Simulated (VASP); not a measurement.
**Sc2InSb3: single point with r2SCAN**

Crystal: Sc2InSb3.

```
Sc In Sb
1.0
     4.31473    0.00000    0.00000
    -2.15736    3.73666    0.00000
     0.00000    0.00000   10.80714
Sc In Sb
2 1 3
Direct
  0.00000 0.00000 0.45690
  0.66667 0.33333 0.15707
  0.00000 0.00000 0.76362
  0.66667 0.33333 0.62037
  0.00000 0.00000 0.01930
  0.33333 0.66667 0.31280
```

The cell was built by a generator and needn't be a form met in nature.

* Program: VASP 6.6.1
* Task: single point
* Functional: r2SCAN
* Potentials or basis: VASP PAW PBE potentials, release 64 (Sc_sv, In_d, Sb)
* Cutoff: 520 eV
* k mesh: 8 × 8 × 4
* Occupations: gaussian, width 0.1 eV
* Spin: no spin polarisation
* Further INCAR settings: ALGO = Normal; EDIFF = 1e-06

| Quantity | Value |
| --- | --- |
| Pressure | -0.6 GPa |
| Largest force | 0.222 eV/Å |
| Band gap on the k mesh | none (metal or under the smearing width) |

Forces on the atoms (eV/Å):
```
Sc   0.000  0.000 -0.030
Sc   0.000  0.000 -0.190
In   0.000  0.000  0.054
Sb   0.000  0.000  0.222
Sb   0.000  0.000 -0.162
Sb   0.000  0.000  0.106
```

Stress tensor (GPa, compression positive):
```
-0.38  0.00  0.00
 0.00 -0.38  0.00
 0.00  0.00 -0.97
```

Levels at points of the mesh, in eV from the Fermi level:
```tsv
k point	band 21	band 22	band 23	band 24	band 25	band 26	band 27	band 28	band 29	band 30
(0.00, 0.00, 0.00)	-1.02	-1.02	0.15	0.44	0.44	0.78	0.86	0.86	1.13	1.74
(0.50, 0.00, 0.00)	-2.49	-2.22	-1.88	-1.49	-0.69	-0.27	1.34	1.41	1.61	1.82
(0.00, 0.00, 0.50)	-2.02	-0.83	-0.83	0.12	0.12	0.87	0.87	0.92	1.75	1.80
(0.50, 0.00, 0.50)	-2.38	-2.22	-1.90	-1.73	-0.65	0.16	0.71	1.57	1.73	1.97
```

It took 3.7 min on 2 MPI ranks on Intel(R) Xeon(R) 6975P-C (Granite Rapids), with other jobs on the host, peak memory 0.43 GiB a rank.

Caveat: the PAW data sets were made with another functional, which shifts forces and pressure a little. Spin-orbit coupling is left out, which matters for the levels of Sb.
